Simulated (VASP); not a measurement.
Calculation: PBEsol GGA, VASP's PBE PAW potentials (set 64) (plane waves; VASP).

VASP input:

**INCAR**
```
EDIFF=1E-6   ! SCF stop (eV)
ISIF=3
EDIFFG=-0.01
LCHARG=.FALSE.
GGA=PS   ! PBEsol
NELM=100
IBRION=2
LMAXMIX=4
ENCUT=520   ! plane-wave cut-off (eV)
LASPH=.TRUE.   ! aspherical one-centre terms
ISMEAR=1
ALGO=Normal   ! blocked Davidson
SIGMA=0.1   ! width (eV)
LREAL=.FALSE.   ! projection in real space or not
LWAVE=.FALSE.
NSW=60   ! most ionic steps
PREC=Accurate
SYSTEM=BBi
```

POSCAR:
```
BBi
1
    3.3045695009    -0.0000000000     0.0000000000
    0.0000000000     3.3045695009     0.0000000000
    0.0000000000     0.0000000000     3.3045695009
B Bi
1 1
Direct
  0.0000000000   0.0000000000   0.0000000000
  0.5000000000   0.5000000000   0.5000000000
```

### KPOINTS
```
kpoints
0
Gamma
  10 10 10
0 0 0
```

POTCAR, in this order: B Bi_d (PBE.64 set). Program: vasp_std.

What VASP printed:

File OSZICAR:
```
       N       E                     dE             d eps       ncg     rms          rms(c)
DAV:   1     0.123950438533E+03    0.12395E+03   -0.10229E+04  1456   0.170E+03
DAV:   2    -0.841048084081E+00   -0.12479E+03   -0.12228E+03  1571   0.380E+02
DAV:   3    -0.827350206086E+01   -0.74325E+01   -0.72545E+01  1836   0.926E+01
DAV:   4    -0.844325897265E+01   -0.16976E+00   -0.16965E+00  1704   0.149E+01
DAV:   5    -0.844847000486E+01   -0.52110E-02   -0.52109E-02  1847   0.238E+00    0.177E+00
DAV:   6    -0.825779546475E+01    0.19067E+00   -0.46134E-01  1979   0.630E+00    0.627E-01
DAV:   7    -0.825271936709E+01    0.50761E-02   -0.53888E-02  1612   0.157E+00    0.323E-01
DAV:   8    -0.825080172897E+01    0.19176E-02   -0.32282E-03  1582   0.710E-01    0.460E-02
DAV:   9    -0.825069252518E+01    0.10920E-03   -0.33418E-04  1787   0.185E-01    0.160E-02
DAV:  10    -0.825069657512E+01   -0.40499E-05   -0.54550E-05  1702   0.616E-02    0.561E-03
DAV:  11    -0.825069574961E+01    0.82551E-06   -0.32479E-06  1415   0.229E-02
   1 F= -.82506957E+01 E0= -.82503217E+01  d E =-.825070E+01
```

### OUTCAR
```
------------------------ aborting loop because EDIFF is reached ----------------------------------------
  FORCE on cell =-STRESS in cart. coord.  units (eV):
  Direction    XX          YY          ZZ          XY          YZ          ZX
  --------------------------------------------------------------------------------------
  Total        0.0130839      0.0130839      0.0130839     -0.0000000      0.0000000     -0.0000000
  in kB        0.5809040      0.5809040      0.5809040     -0.0000000      0.0000000     -0.0000000
  external PRESSURE =       0.5809040 kB  Pullay stress =       0.0000000 kB
  volume of cell :       36.09
      direct lattice vectors                 reciprocal lattice vectors
     3.304569501  0.000000000  0.000000000     0.302611278  0.000000000  0.000000000
     0.000000000  3.304569501  0.000000000     0.000000000  0.302611278  0.000000000
     0.000000000  0.000000000  3.304569501     0.000000000  0.000000000  0.302611278
 POSITION                                       TOTAL-FORCE (eV/Angst)
 -----------------------------------------------------------------------------------
      0.00000      0.00000      0.00000         0.000000      0.000000      0.000000
      1.65228      1.65228      1.65228         0.000000      0.000000      0.000000
 -----------------------------------------------------------------------------------
    total drift:                                0.000000      0.000000      0.000000
  FREE ENERGIE OF THE ION-ELECTRON SYSTEM (eV)
  ---------------------------------------------------
  free  energy   TOTEN  =        -8.2506957496 eV

  energy  without entropy=       -8.2495736259  energy(sigma->0) =       -8.25032171

 reached required accuracy - stopping structural energy minimisation
```
(Selected blocks of OUTCAR.)

The structure was generated: BBi was put into the CsCl type type (Pm-3m), which need not be its known phase. It was relaxed first, which changed the volume by +32 %. The start is the result of an earlier pass. VASP warned that the highest band is occupied, so more bands are needed.
